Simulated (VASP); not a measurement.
# Native point defects of MoS2

Which native defect is cheapest in MoS2, and how does that change with the growth condition? The start is a cell from a database of measured crystal structures.

Main program and level: VASP 6.6.1; PBEsol, no spin polarisation; plane waves and PAW (Mo, S), in the first sound run; inputs show where later runs differ.

### Step 1. The host crystal

It takes space group R3m (No. 160, trigonal). The conventional cell has a = 3.160 Å, b = 3.160 Å, c = 18.450 Å, α = 90.00°, β = 90.00°, γ = 120.00°. Nearest to Mo lie 6 S at 2.39 Å. Nearest to S lie 3 Mo at 2.39 Å. S has 3 Mo at 2.39 Å nearest. Farther neighbours and most contacts between anions are not listed.

As a file:

```
Mo S
1.0
     1.58000    0.91221    6.15000
    -1.58000    0.91221    6.15000
     0.00000   -1.82443    6.15000
Mo S
1 2
Direct
  0.00000 0.00000 0.00000
  0.41700 0.41700 0.41700
  0.25000 0.25000 0.25000
```

### Step 2. Relaxing the host crystal

First cell and atoms are relaxed at a raised cutoff, so that later runs start from this functional's own cell.

Input file INCAR:

```
SYSTEM = MoS2
PREC = Accurate
ENCUT = 350
EDIFF = 1E-06
NELM = 120
ISMEAR = 0
SIGMA = 0.05
LREAL = .FALSE.
ALGO = Normal
GGA = PS
NBANDS = 15
LASPH = .TRUE.
LORBIT = 11
LWAVE = .FALSE.
LCHARG = .FALSE.
KPAR = 8
IBRION = 2
NSW = 40
ISIF = 3
EDIFFG = -0.02
POTIM = 0.4
```

Input file POSCAR:

```
MoS2
1.0
    1.5800000000      0.9122134253      6.1500000000
   -1.5800000000      0.9122134253      6.1500000000
    0.0000000000     -1.8244268506      6.1500000000
Mo S
1 2
Direct
    0.0000000000      0.0000000000      0.0000000000
    0.4170000000      0.4170000000      0.4170000000
    0.2500000000      0.2500000000      0.2500000000
```

Input file KPOINTS:

```
Automatic mesh
0
Gamma
7 7 7
0 0 0
```

The projector-augmented-wave data sets are Mo and S (PBE family, release 64).

Started as:

```sh
$ mpirun -np 8 vasp_std
```

Output:

```text
[banner, memory and clock lines left out]
running    8 mpi-ranks, on    1 nodes
 distrk:  each k-point on    1 cores,    8 groups
 distr:  one band on    1 cores,    1 groups

 POSCAR found type information on POSCAR MoS
 POSCAR found :  2 types and       3 ions
|                                                                             |
|           W    W    AA    RRRRR   N    N  II  N    N   GGGG   !!!           |
|           W    W   A  A   R    R  NN   N  II  NN   N  G    G  !!!           |
|           W    W  A    A  R    R  N N  N  II  N N  N  G       !!!           |
|           W WW W  AAAAAA  RRRRR   N  N N  II  N  N N  G  GGG   !            |
|           WW  WW  A    A  R   R   N   NN  II  N   NN  G    G                |
|           W    W  A    A  R    R  N    N  II  N    N   GGGG   !!!           |
|                                                                             |
|     For optimal performance we recommend to set                             |
|       NCORE = 2 up to number-of-cores-per-socket                            |
|     NCORE specifies how many cores store one orbital (NPAR=cpu/NCORE).      |
|     This setting can greatly improve the performance of VASP for DFT.       |
|     The default, NCORE=1 might be grossly inefficient on modern             |
|     multi-core architectures or massively parallel machines. Do your        |
|     Unfortunately you need to use the default for GW and RPA                |
|     calculations (for HF NCORE is supported but not extensively tested      |
|     yet).                                                                   |
|                                                                             |

|                                                                             |
|               ----> ADVICE to this user running VASP <----                  |
|                                                                             |
|     You enforced a specific xc type in the INCAR file but a different       |
|     [... a line on the potential file left out ...]
|     I HOPE YOU KNOW WHAT YOU ARE DOING!                                     |
|                                                                             |

 LDA part: xc-table for (Slater+PW92), standard interpolation
 POSCAR, INCAR and KPOINTS ok, starting setup
 FFT: planning ... GRIDC
 FFT: planning ... GRID_SOFT
 FFT: planning ... GRID
 WAVECAR not read
 entering main loop
       N       E                     dE             d eps       ncg     rms          rms(c)
DAV:   1     0.579130602455E+02    0.57913E+02   -0.63240E+03  1352   0.751E+02
DAV:   2    -0.212267042197E+02   -0.79140E+02   -0.74499E+02  1714   0.182E+02
DAV:   3    -0.248590863221E+02   -0.36324E+01   -0.36120E+01  1649   0.413E+01
DAV:   4    -0.248988683815E+02   -0.39782E-01   -0.39764E-01  1825   0.478E+00
DAV:   5    -0.248996235768E+02   -0.75520E-03   -0.75511E-03  1719   0.631E-01    0.272E+01
DAV:   6    -0.237513873524E+02    0.11482E+01   -0.41469E+00  1558   0.158E+01    0.913E+00
DAV:   7    -0.235316995725E+02    0.21969E+00   -0.16640E+00  1545   0.118E+01    0.736E+00
DAV:   8    -0.233984543516E+02    0.13325E+00   -0.23020E-01  1649   0.424E+00    0.144E+00
DAV:   9    -0.233983977824E+02    0.56569E-04   -0.30250E-02  1670   0.127E+00    0.500E-01
DAV:  10    -0.233973953457E+02    0.10024E-02   -0.51997E-03  1678   0.535E-01    0.916E-02
DAV:  11    -0.233973308830E+02    0.64463E-04   -0.51300E-04  1761   0.201E-01    0.210E-02
DAV:  12    -0.233973391906E+02   -0.83076E-05   -0.29729E-05  1726   0.401E-02    0.175E-02
DAV:  13    -0.233973489374E+02   -0.97468E-05   -0.10915E-05  1698   0.216E-02    0.885E-03
DAV:  14    -0.233973486993E+02    0.23810E-06   -0.70775E-07  1437   0.633E-03
   1 F= -.23397349E+02 E0= -.23397349E+02  d E =-.233973E+02
 curvature:   0.00 expect dE= 0.000E+00 dE for cont linesearch  0.000E+00
 trial: gam= 0.00000 g(F)=  0.632E-02 g(S)=  0.111E-01 ort = 0.000E+00 (trialstep = 0.100E+01)
 search vector abs. value=  0.174E-01
 bond charge predicted
       N       E                     dE             d eps       ncg     rms          rms(c)
DAV:   1    -0.234130547409E+02   -0.15706E-01   -0.66666E-01  1411   0.527E+00    0.106E+00
DAV:   2    -0.234039163519E+02    0.91384E-02   -0.40779E-02  1677   0.154E+00    0.568E-01
DAV:   3    -0.234017026394E+02    0.22137E-02   -0.98077E-03  1761   0.851E-01    0.481E-01
DAV:   4    -0.234005473136E+02    0.11553E-02   -0.33383E-03  1621   0.368E-01    0.156E-01
DAV:   5    -0.234004997527E+02    0.47561E-04   -0.28214E-04  1897   0.124E-01    0.700E-02
DAV:   6    -0.234004990419E+02    0.71078E-06   -0.34381E-05  1572   0.486E-02    0.545E-02
DAV:   7    -0.234004965056E+02    0.25363E-05   -0.14257E-05  1677   0.254E-02    0.729E-03
DAV:   8    -0.234004966427E+02   -0.13709E-06   -0.68562E-07  1318   0.710E-03
   2 F= -.23400497E+02 E0= -.23400497E+02  d E =-.314794E-02
[...]
3 F= -.23402620E+02 E0= -.23402620E+02  d E =-.527142E-02
[...]
4 F= -.23403960E+02 E0= -.23403960E+02  d E =-.133956E-02
[...]
5 F= -.23404192E+02 E0= -.23404192E+02  d E =-.157171E-02
[...]
6 F= -.23404190E+02 E0= -.23404190E+02  d E =-.156998E-02
[...]
7 F= -.23404188E+02 E0= -.23404188E+02  d E =-.156788E-02
 curvature:  -1.03 expect dE=-0.526E-04 dE for cont linesearch -0.157E-05
 ZBRENT: accuracy reached
 trial: gam=-0.01687 g(F)=  0.473E-04 g(S)=  0.403E-05 ort = 0.955E-04 (trialstep = 0.866E+00)
 search vector abs. value=  0.498E-04
 bond charge predicted
       N       E                     dE             d eps       ncg     rms          rms(c)
DAV:   1    -0.234041984246E+02   -0.10073E-04   -0.31421E-03  1320   0.323E-01    0.279E-02
DAV:   2    -0.234042022750E+02   -0.38505E-05   -0.64832E-05  1887   0.602E-02    0.132E-02
DAV:   3    -0.234042015223E+02    0.75273E-06   -0.18357E-06  1269   0.119E-02
   8 F= -.23404202E+02 E0= -.23404202E+02  d E =-.135207E-04
 trial-energy change:   -0.000014  1 .order   -0.000014   -0.000043    0.000015
 step:   0.6394(harm=  0.6394)  dis= 0.00054  next Energy=   -23.404204 (dE=-0.159E-04)
 reached required accuracy - stopping structural energy minimisation
```

Elapsed: 78 s, on 8 MPI ranks of AMD EPYC 7R43, shared host; peak memory 2 GiB.

The logs omit lines about the potential files and the build; timing stands in the text.

From OUTCAR (step 2):

```text
ion  position               nearest neighbor table
   1  0.000  0.000  0.000-   3 2.39   3 2.39   3 2.39   2 2.39   2 2.39   2 2.39
   2  0.417  0.417  0.417-   1 2.39   1 2.39   1 2.39
   3  0.250  0.250  0.250-   1 2.39   1 2.39   1 2.39

  LATTYP: Found a trigonal (rhomboedric) cell.
 ALAT       =     6.4149071181
 COS(alpha) =     0.8786713335

 Subroutine GETGRP returns: Found  6 space group operations
 (whereof  6 operations were pure point group operations)

The static configuration has the point symmetry C_3v.

 Found     44 irreducible k-points:

   k-points           NKPTS =     44   k-points in BZ     NKDIM =     44   number of bands    NBANDS=     15

   dimension x,y,z NGX =    40 NGY =   40 NGZ =   40
   dimension x,y,z NGXF=    80 NGYF=   80 NGZF=   80

   ENCUT  =  350.0 eV  25.72 Ry    5.07 a.u.   9.79  9.79  9.79*2*pi/ulx,y,z

   NELECT =      18.0000    total number of electrons

 k-points in reciprocal lattice and weights: Automatic mesh
   0.00000000  0.00000000  0.00000000       0.003
   0.14285714 -0.00000000 -0.00000000       0.017
   0.28571429 -0.00000000  0.00000000       0.017
   0.42857143 -0.00000000  0.00000000       0.017
   0.14285714  0.14285714 -0.00000000       0.017
   0.28571429  0.14285714 -0.00000000       0.035
   0.42857143  0.14285714  0.00000000       0.035
  -0.42857143  0.14285714 -0.00000000       0.035
  -0.28571429  0.14285714  0.00000000       0.035
[...]
0.42857143  0.42857143  0.42857143       0.006
  -0.42857143  0.42857143  0.42857143       0.017

 average (electrostatic) potential at core
       1 -37.9229       2 -86.1230       3 -86.1198

 E-fermi :   5.9911

 k-point     1 :       0.0000    0.0000    0.0000
  band No.  band energies     occupation
    ...
      5       2.5348      2.00000
      6       3.6820      2.00000
      7       3.6820      2.00000
      8       4.5532      2.00000
      9       4.5825      2.00000
     10       8.0002      0.00000
     11       8.0002      0.00000
     12       8.3621      0.00000
     13       8.3621      0.00000
     14      11.6180      0.00000
    ...

 k-point     2 :       0.1429   -0.0000   -0.0000
  band No.  band energies     occupation
    ...
      5       2.7187      2.00000
      6       2.8665      2.00000
      7       3.2251      2.00000
      8       4.5039      2.00000
      9       4.7991      2.00000
     10       7.4991      0.00000
     11       7.9521      0.00000
     12       8.0509      0.00000
     13       8.4575      0.00000
     14      12.8273      0.00000
    ...

 k-point     3 :       0.2857   -0.0000    0.0000
  band No.  band energies     occupation
    ...
      5       1.4132      2.00000
      6       2.4551      2.00000
      7       3.6503      2.00000
      8       3.9878      2.00000
      9       4.1500      2.00000
     10       7.1043      0.00000
     11       7.6006      0.00000
     12       8.7398      0.00000
     13       9.0799      0.00000
     14      13.1399      0.00000
    ...

  Total       -0.0092854     -0.0092854      0.0257639     -0.0000000      0.0000000      0.0000000
  in kB       -0.2804211     -0.2804211      0.7780766     -0.0000000      0.0000000      0.0000000
  external PRESSURE =       0.0724115 kB  Pullay stress =       0.0000000 kB

  energy-cutoff  :      350.00
  volume of cell :       53.05
      direct lattice vectors                 reciprocal lattice vectors
     1.571571463  0.907347207  6.200696742     0.318152888  0.183685656  0.053757400
    -1.571571463  0.907347207  6.200696742    -0.318152888  0.183685656  0.053757400
    -0.000000000 -1.814694414  6.200696742     0.000000000 -0.367371311  0.053757400

 POSITION                                       TOTAL-FORCE (eV/Angst)
 -----------------------------------------------------------------------------------
     -0.00000      0.00000      0.00148        -0.000000     -0.000000      0.015098
     -0.00000      0.00000      7.76359         0.000000     -0.000000     -0.012218
     -0.00000      0.00000      4.64252         0.000000      0.000000     -0.002880
 -----------------------------------------------------------------------------------
    total drift:                                0.000000      0.000000     -0.002156

  FREE ENERGIE OF THE ION-ELECTRON SYSTEM (eV)
  ---------------------------------------------------
  free  energy   TOTEN  =       -23.4042015223 eV

  energy  without entropy=      -23.4042015223  energy(sigma->0) =      -23.40420152

 reached required accuracy - stopping structural energy minimisation

 total charge
# of ion       s       p       d       tot
------------------------------------------
    1        0.426   0.628   4.465   5.518
    2        1.360   2.318   0.000   3.677
    3        1.359   2.319   0.000   3.678
--------------------------------------------------
tot          3.144   5.264   4.465  12.873

[... 3 further parts left out ...]
```

This run has no spin polarisation, so a moment on Mo, if there is one, isn't seen. The gap is read on the k-mesh alone, so it is an upper bound where the band edges lie off the mesh. The PAW data sets were made with PBE, which is usual practice but a small mismatch for other functionals. The data set Mo keeps the semicore shell frozen, which is cheaper and a little less accurate. The run keeps the 6 symmetry operations of its start, so it cannot find a distortion of lower symmetry.

Step by step:

```csv
step,energy less that of the first step (eV),largest force (eV/Å),pressure (GPa),volume (Å³)
1,0.0000,0.3197,0.52,53.18
2,-0.0031,0.2689,-1.81,53.54
3,-0.0053,0.0453,-0.94,53.40
4,-0.0066,0.0335,0.37,52.90
5,-0.0068,0.0278,0.02,53.03
6,-0.0068,0.0275,0.01,53.04
7,-0.0068,0.0272,-0.01,53.05
8,-0.0069,0.0151,0.01,53.05
```

```csv
"conventional cell, symmetrised",before,after,change
a (Å),3.160,3.143,-0.5 %
b (Å),3.160,3.143,-0.5 %
c (Å),18.450,18.602,+0.8 %
volume (Å³/atom),17.73,17.68,-0.2 %
```

The relaxed structure:

```xyz
3
Lattice="1.5716 0.9073 6.2007 -1.5716 0.9073 6.2007 0.0000 -1.8147 6.2007" Properties=species:S:1:pos:R:3 pbc="T T T"
Mo    0.0000    0.0000    0.0015
S     0.0000    0.0000    7.7636
S     0.0000    0.0000    4.6425
```

Numbers from this step:

```
electronic cycles                               : 50
electrons                                       : 18
free energy (TOTEN)                             : -23.40 eV
Fermi energy                                    : 5.991 eV
labelled metallic, from the levels on this mesh : no
gap on the k-mesh                               : 1.104 eV
least direct gap on the k-mesh                  : 2.174 eV
```

The run ended after 8 ionic steps, 0.007 eV below its first step, once forces and stress met EDIFFG = -0.02.

(Continued in part 2 of 7.)

[Lines on the potential files, build, host, timing and source positions are cut from VASP's logs without a mark.]

[Logs are printed without paths, hosts, clocks, repeated set-up lines and the standing remarks that a program may print on its own settings, such as how far it seeks lower states.]

[Hosts, paths, dates, database ids (printed as entryN), source tags and the programs' standing remarks are cut or masked in the printed files.]

[In band tables of VASP the shares of atoms and orbitals are scaled to a sum of 1 inside the atoms' spheres.]

[Runs that stopped without an error message from VASP are left out.]
